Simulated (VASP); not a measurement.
# ZnGaP (P-6m2) in VASP: a series of runs

The runs below take ZnGaP through relaxation of cell and atoms, single point, with PBE, HSE(alpha, omega).

Everything below comes from runs of VASP 6.6.1. Logs are shortened: lines on timing, memory, paths and dates and some standing lists are left out, and cuts for length are marked.

## Step 1: Starting point

The structure is hexagonal, space group P-6m2 (No. 187). The conventional cell has a = 4.016 Å, b = 4.016 Å, c = 4.404 Å, α = 90.00°, β = 90.00°, γ = 120.00°. Zn (site symmetry -6m2) has 3 P at 2.32 Å as nearest neighbours. Ga (site symmetry -6m2) has 6 Zn at 3.20 Å and 6 P at 3.20 Å as nearest neighbours. P (site symmetry -6m2) is surrounded by 3 Zn at 2.32 Å.

The cell was built by a generator and needn't be a form met in nature.

## Step 2: Relaxation of cell and atoms, PBE, target pressure 5 GPa, at which the enthalpy is minimised

INCAR reads:

```
ALGO = Normal
EDIFF = 1E-7
EDIFFG = -0.005
ENCUT = 600
GGA = PE
IBRION = 2
ISIF = 3
ISMEAR = -1
LASPH = True
LCHARG = False
LREAL = False
LWAVE = False
NELM = 60
NSW = 40
PREC = Accurate
PSTRESS = 50
SIGMA = 0.05
```

KPOINTS reads:

```
k-points
0
Gamma
  8 8 6
```

POSCAR reads:

```
ZnGaP
1.0
    4.0159400000      0.0000000000      0.0000000000
   -2.0079700000      3.4779100000      0.0000000000
    0.0000000000      0.0000000000      4.4042000000
Zn Ga P
1 1 1
Direct
    0.0000000000      0.0000000000      0.5000000000
    0.6666700000      0.3333300000      0.0000000000
    0.3333300000      0.6666700000      0.5000000000
```

Potentials or basis: VASP PAW PBE potentials, release 64 (Zn, Ga_d, P).

Launch:

```console
cat potpaw_PBE.64/Zn/POTCAR potpaw_PBE.64/Ga_d/POTCAR potpaw_PBE.64/P/POTCAR > POTCAR
mpirun -np 1 vasp_std > vasp.out
```

OUTCAR:

```text
EDIFF = 1E-7
   EDIFFG = -0.005
   ENCUT = 600
   GGA = PE
   IBRION = 2
   ISIF = 3
   ISMEAR = -1
   LASPH = True
   LREAL = False
   NELM = 60
   NSW = 40
   PREC = Accurate
   PSTRESS = 50

 ion  position               nearest neighbor table
   1  0.000  0.000  0.500-   3 2.32   3 2.32   3 2.32
   2  0.667  0.333  0.000-
   3  0.333  0.667  0.500-   1 2.32   1 2.32   1 2.32

  LATTYP: Found a hexagonal cell.
 ALAT       =     4.0159400000
 C/A-ratio  =     1.0966797313

  Lattice vectors:

 A1 = (   4.0159400000,   0.0000000000,   0.0000000000)
 A2 = (  -2.0079700000,   3.4779100000,   0.0000000000)
 A3 = (   0.0000000000,   0.0000000000,   4.4042000000)

Analysis of symmetry for initial positions (statically):
=====================================================================
 Subroutine PRICEL returns:
 Original cell was already a primitive cell.

 Routine SETGRP: Setting up the symmetry group for a
 hexagonal supercell.

 Subroutine GETGRP returns: Found  4 space group operations
 (whereof  4 operations were pure point group operations)
 out of a pool of 24 trial point group operations.

The static configuration has the point symmetry C_2v.

Analysis of symmetry for dynamics (positions and initial velocities):
=====================================================================
 Subroutine PRICEL returns:
 Original cell was already a primitive cell.

 Routine SETGRP: Setting up the symmetry group for a
 hexagonal supercell.

 Subroutine GETGRP returns: Found  4 space group operations
 (whereof  4 operations were pure point group operations)
 out of a pool of 24 trial point group operations.

The dynamic configuration has the point symmetry C_2v.

 Subroutine INISYM returns: Found  4 space group operations
 (whereof  4 operations are pure point group operations),
 and found     1 'primitive' translations

----------------------------------------------------------------------------------------

                                     Primitive cell

  volume of cell :      61.5138

  direct lattice vectors                    reciprocal lattice vectors
     4.015940000  0.000000000  0.000000000     0.249007704  0.143764502  0.000000000
    -2.007970000  3.477910000  0.000000000     0.000000000  0.287529004  0.000000000
     0.000000000  0.000000000  4.404200000     0.000000000  0.000000000  0.227055992

  length of vectors
     4.015940000  4.015943412  4.404200000     0.287529249  0.287529004  0.227055992

  position of ions in fractional coordinates (direct lattice)
     0.000000000  0.000000000  0.500000000
     0.666670000  0.333330000  0.000000000
     0.333330000  0.666670000  0.500000000

  ion indices of the primitive-cell ions
   primitive index   ion index
                 1           1
                 2           2
                 3           3

----------------------------------------------------------------------------------------

 KPOINTS: k-points

Automatic generation of k-mesh.
 Grid dimensions read from file:
 generate k-points for:    8    8    6

 Generating k-lattice:

  Cartesian coordinates                     Fractional coordinates (reciprocal lattice)
     0.031125963  0.017970563  0.000000000     0.125000000  0.000000000  0.000000000
     0.000000000  0.035941126  0.000000000     0.000000000  0.125000000  0.000000000
     0.000000000  0.000000000  0.037842665     0.000000000  0.000000000  0.166666667

  Length of vectors
     0.035941156  0.035941126  0.037842665

  Shift w.r.t. Gamma in fractional coordinates (k-lattice)
     0.000000000  0.000000000  0.000000000

 Subroutine IBZKPT returns following result:
 ===========================================

 Found     84 irreducible k-points:

 Following reciprocal coordinates:
            Coordinates               Weight
  0.000000  0.000000  0.000000      1.000000
  0.125000  0.000000  0.000000      4.000000
 -0.125000  0.125000  0.000000      2.000000
  0.250000  0.000000  0.000000      4.000000
 -0.250000  0.250000  0.000000      2.000000
  0.375000  0.000000  0.000000      4.000000
[... 16 lines left out ...]
  0.125000  0.000000  0.166667      8.000000
 -0.125000  0.125000  0.166667      4.000000
 [... further k-points ...]
   k-points           NKPTS =     84   k-points in BZ     NKDIM =     84   number of bands    NBANDS=     19
   number of dos      NEDOS =    301   number of ions     NIONS =      3
   total plane-waves  NPLWV =  36864
   dimension x,y,z NGX =    32 NGY =   32 NGZ =   36
   dimension x,y,z NGXF=    64 NGYF=   64 NGZF=   72
   ions per type =               1   1   1
   NGX,Y,Z   is equivalent  to a cutoff of  13.25, 13.25, 13.59 a.u.
   NGXF,Y,Z  is equivalent  to a cutoff of  26.49, 26.49, 27.18 a.u.
 SYSTEM =  unknown system
   PREC   = accura    normal or accurate (medium, high low for compatibility)
   ISTART =      0    job   : 0-new  1-cont  2-samecut
   ICHARG =      2    charge: 1-file 2-atom 10-const
   ISPIN  =      1    spin polarized calculation?
   LNONCOLLINEAR =      F non collinear calculations
   LSORBIT =      F    spin-orbit coupling
   LASPH  =      T    aspherical Exc in radial PAW
   ENCUT  =  600.0 eV  44.10 Ry    6.64 a.u.   8.02  8.02  8.80*2*pi/ulx,y,z
   NELM   =     60;   NELMIN=  2; NELMDL= -5     # of ELM steps
   EDIFF  = 0.1E-06   stopping-criterion for ELM
   LREAL  =      F    real-space projection
   EDIFFG = -.5E-02   stopping-criterion for IOM
   NSW    =     40    number of steps for IOM
   IBRION =      2    ionic relax: 0-MD 1-quasi-New 2-CG
   NFREE  =      1    steps in history (QN), initial steepest desc. (CG)
   ISIF   =      3    stress and relaxation
   ISYM   =      2    0-nonsym 1-usesym 2-fastsym
   POTIM  = 0.5000    time-step for ionic-motion
   TEBEG  =    0.0;   TEEND  =   0.0 temperature during run
   PSTRESS=   50.0 pullay stress
   NELECT =      30.0000    total number of electrons
   NUPDOWN=      -1.0000    fix difference up-down
   EMIN   =  10.00;   EMAX   =-10.00  energy-range for DOS
   EFERMI =   0.00;   METHOD = LEGACY
   ISMEAR =    -1;   SIGMA  =   0.05  broadening in eV -4-tet -1-fermi 0-gaus
   EFERMI_NEDOS =   21; number of points for ismear=-14 and -15
   IALGO  =     38    algorithm
   IMIX   =      4    mixing-type and parameters
     AMIX     =   0.40;   BMIX     =  1.00
     AMIX_MAG =   1.60;   BMIX_MAG =  1.00
  volume/ion in A,a.u.               =      20.50       138.37
  Fermi-wavevector in a.u.,A,eV,Ry     =   1.288619  2.435136 22.592989  1.660538
  Thomas-Fermi vector in A             =   2.420561
   LORBIT       =      0    0 simple, 1 ext, 2 COOP (PROOUT), +10 PAW based schemes
   GGA     = PE    functional components
   LHFCALC =     F    Hartree Fock is set to
   AEXX    =    0.0000 exact exchange contribution
   IVDW    =     0    specifies the selected vdW correction
   LEPSILON=     F    determine dielectric tensor
   LRPA    =     F    only Hartree local field effects (RPA)
 conjugate gradient relaxation of ions
 non-spin polarized calculation
  energy-cutoff  :      600.00
  volume of cell :       61.51
 maximum number of plane-waves:      2070
   NGX = 17   NGY = 17   NGZ = 17

--------------------------------------- Ionic step        1  -------------------------------------------

 number of electron      29.9999995 magnetization

 Free energy of the ion-electron system (eV)
  ---------------------------------------------------
  ext. energy  EPLUGINS =         0.00000000
  ---------------------------------------------------
  free energy    TOTEN  =        -9.24529909 eV

  energy without entropy =       -9.24116384  energy(sigma->0) =       -9.24323146

 E-fermi :   3.7487     XC(G=0):  -9.9976

 val. band max:        3.7345348581   @ k =  -0.1250   0.2500   0.3333
 cond. band min:       3.8636517938   @ k =  -0.2500   0.5000   0.3333
 fundamental gap:      0.1291169357
 Fermi energy:         3.7486857143

 k-point     1 :       0.0000    0.0000    0.0000
  band No.  band energies     occupation
      1     -10.9858      2.00000
      2     -10.9678      2.00000
      3     -10.9678      2.00000
      4     -10.9666      2.00000
      5     -10.9666      2.00000
      6      -8.1152      2.00000
[... 11 lines left out ...]
     18       6.2715      0.00000
     19       9.2777      0.00000

 k-point     2 :       0.1250    0.0000    0.0000
  band No.  band energies     occupation
      1     -10.9841      2.00000
      2     -10.9685      2.00000
      3     -10.9685      2.00000
      4     -10.9670      2.00000
      5     -10.9650      2.00000
      6      -7.9702      2.00000
[... 1329 lines left out ...]
 POSITION                                       TOTAL-FORCE (eV/Angst)
 -----------------------------------------------------------------------------------
      3.95791     -0.00001      2.04427        -0.000007      0.000004      0.000000
      1.97897      1.14253      0.00000        -0.000000      0.000000      0.000000
     -0.00003      2.28510      2.04427         0.000007     -0.000004      0.000000
 -----------------------------------------------------------------------------------
    total drift:                                0.000039      0.000084      0.000000

  FREE ENERGIE OF THE ION-ELECTRON SYSTEM (eV)
  ---------------------------------------------------
  free  energy   TOTEN  =        -9.1628596616 eV

  energy  without entropy=       -9.1591888873  energy(sigma->0) =       -9.16102427

  enthalpy is  TOTEN    =        -7.4318910971 eV   P V=        1.7309685645

--------------------------------------- Ionic step        9  -------------------------------------------

 number of electron      29.9999987 magnetization

 Free energy of the ion-electron system (eV)
  ---------------------------------------------------
  ext. energy  EPLUGINS =         0.00000000
  ---------------------------------------------------
  free energy    TOTEN  =        -9.15841798 eV

  energy without entropy =       -9.15479839  energy(sigma->0) =       -9.15660819

 E-fermi :   4.6559     XC(G=0): -10.5177

 val. band max:        4.5891213616   @ k =   0.2500   0.2500   0.3333
 cond. band min:       4.8005418839   @ k =   0.1250   0.1250   0.3333
 fundamental gap:      0.2114205224
 Fermi energy:         4.6559066200

 k-point     1 :       0.0000    0.0000    0.0000
  band No.  band energies     occupation
      1     -10.0531      2.00000
      2     -10.0231      2.00000
      3     -10.0231      2.00000
      4     -10.0184      2.00000
      5     -10.0184      2.00000
      6      -7.8524      2.00000
[... 11 lines left out ...]
     18       6.8271      0.00000
     19      10.1313      0.00000

 k-point     2 :       0.1250    0.0000    0.0000
  band No.  band energies     occupation
      1     -10.0508      2.00000
      2     -10.0256      2.00000
      3     -10.0238      2.00000
      4     -10.0198      2.00000
      5     -10.0148      2.00000
      6      -7.6936      2.00000
[... 510 lines left out ...]
 VOLUME and BASIS-vectors are now :
 -----------------------------------------------------------------------------
  energy-cutoff  :      600.00
  volume of cell :       55.32
      direct lattice vectors                 reciprocal lattice vectors
     3.954141456 -0.000017500  0.000000000     0.252900046  0.146013199  0.000000000
    -1.977085883  3.424382957  0.000000000     0.000001292  0.292024160  0.000000000
     0.000000000  0.000000000  4.085601761     0.000000000  0.000000000  0.244761986

 POSITION                                       TOTAL-FORCE (eV/Angst)
 -----------------------------------------------------------------------------------
      3.95414     -0.00001      2.04280         0.000005     -0.000003      0.000000
      1.97709      1.14144      0.00000        -0.000001      0.000000      0.000000
     -0.00003      2.28292      2.04280        -0.000004      0.000002      0.000000
 -----------------------------------------------------------------------------------
    total drift:                                0.000039      0.000082     -0.000000

  FREE ENERGIE OF THE ION-ELECTRON SYSTEM (eV)
  ---------------------------------------------------
  free  energy   TOTEN  =        -9.1584179814 eV

  energy  without entropy=       -9.1547983888  energy(sigma->0) =       -9.15660819

  enthalpy is  TOTEN    =        -7.4319883831 eV   P V=        1.7264295984

 reached required accuracy - stopping structural energy minimisation
```

Run time: 4.7 min. Hardware: 1 thread of Intel Xeon Platinum 8559C (Emerald Rapids), shared host; peak memory 0.29 GiB.

What came out:

```yaml
Free_energy: -9.1584 eV
Relaxed_volume: 18.44 Å³/atom
Relaxed_cell: a = 3.954 Å, b = 3.954 Å, c = 4.086 Å, α = 90.00°, β = 90.00°, γ = 120.00°
Space_group_after_relaxing_to_0.05_Å: P-6m2 (No. 187)
Energy_change_on_relaxing_the_enthalpy_is_what_falls: +29.0 meV/atom
Ionic_steps: 9
Pressure_after_relaxing: 5.0 GPa
Band_gap_on_the_k_mesh: none (metal or under the smearing width)
```

Step by step:
```csv
step,energy change (eV),largest force (eV/Å),pressure (GPa),volume (Å³)
1,0.0000,0.0002,0.05,61.51
2,0.0925,0.0001,5.89,56.04
3,0.0710,0.0000,5.04,56.68
4,0.0729,0.0000,5.10,56.06
5,0.0887,0.0000,5.26,55.27
6,0.0922,0.0000,5.27,55.16
7,0.0932,0.0000,5.28,55.13
8,0.0824,0.0000,4.81,55.47
9,0.0869,0.0000,5.00,55.32
```

Final structure:
```
Zn Ga P
1.0
     3.95414   -0.00002    0.00000
    -1.97709    3.42438    0.00000
     0.00000    0.00000    4.08560
Zn Ga P
1 1 1
Direct
  0.00000 0.00000 0.50000
  0.66667 0.33333 0.00000
  0.33333 0.66667 0.50000
```

Caveat: the cell is relaxed towards a set pressure, so the enthalpy falls and the energy may rise.

## Step 3: Relaxation of cell and atoms, PBE, target pressure 10 GPa, at which the enthalpy is minimised

Edit INCAR of step 2 so:

```diff
@@ -15,3 +15,3 @@
 PREC = Accurate
-PSTRESS = 50
+PSTRESS = 100
 SIGMA = 0.05
```

KPOINTS is that of step 2.

POSCAR is that of step 2.

Potentials or basis: VASP PAW PBE potentials, release 64 (Zn, Ga_d, P).

Launch:

```console
cat potpaw_PBE.64/Zn/POTCAR potpaw_PBE.64/Ga_d/POTCAR potpaw_PBE.64/P/POTCAR > POTCAR
mpirun -np 1 vasp_std > vasp.out
```

Wall time 8.4 min (1 thread of Intel Xeon Platinum 8559C (Emerald Rapids), shared host); peak memory 0.3 GiB.

Results (log left out):

- Free energy: -8.9429 eV
- Relaxed volume: 16.90 Å³/atom
- Relaxed cell: a = 3.927 Å, b = 3.927 Å, c = 3.796 Å, α = 90.00°, β = 90.00°, γ = 120.00°
- Space group after relaxing (to 0.05 Å): P-6m2 (No. 187)
- Energy change on relaxing (the enthalpy is what falls): +100.8 meV/atom
- Ionic steps: 10
- Pressure after relaxing: 10.0 GPa
- Band gap on the k mesh: none (metal or under the smearing width)

Step by step:
```
step  energy change (eV)  largest force (eV/Å)  pressure (GPa)  volume (Å³)
   1              0.0000                0.0002            0.05        61.51
   2              0.4250                0.0001           15.45        50.85
   3              0.2192                0.0000           10.04        53.47
   4              0.2244                0.0001           10.17        52.56
   5              0.2811                0.0001           10.34        51.07
   6              0.3022                0.0002           10.37        50.70
   7              0.3096                0.0002           10.35        50.58
   8              0.3135                0.0002           10.36        50.52
   9              0.2889                0.0001            9.57        50.92
  10              0.3024                0.0001           10.00        50.70
```

Final structure:
```
Zn Ga P
1.0
     3.92695   -0.00003    0.00000
    -1.96349    3.40083    0.00000
     0.00000    0.00000    3.79604
Zn Ga P
1 1 1
Direct
  0.00000 0.00000 0.50000
  0.66667 0.33333 0.00000
  0.33333 0.66667 0.50000
```

Levels at points of the mesh, in eV from the Fermi level:
| k point | band 13 | band 14 | band 15 | band 16 | band 17 | band 18 |
| --- | --- | --- | --- | --- | --- | --- |
| (0.00, 0.00, 0.00) | -2.69 | -1.19 | -1.19 | 1.52 | 1.52 | 2.18 |
| (0.50, 0.00, 0.00) | -3.63 | -2.28 | -0.50 | 2.26 | 2.54 | 3.12 |
| (0.50, 0.50, 0.00) | -3.63 | -2.28 | -0.50 | 2.26 | 2.54 | 3.12 |
| (0.00, 0.00, 0.50) | -0.78 | -0.78 | 1.01 | 2.18 | 3.91 | 3.91 |
| (0.50, 0.00, 0.50) | -4.82 | -4.22 | -2.59 | 0.71 | 1.82 | 2.19 |
| (0.50, 0.50, 0.50) | -4.82 | -4.22 | -2.59 | 0.71 | 1.82 | 2.19 |

Caveat: the cell is relaxed towards a set pressure, so the enthalpy falls and the energy may rise; the volume moved by over 15 % at a fixed basis, so the end points are rough.

(Continued in part 2 of 2.)
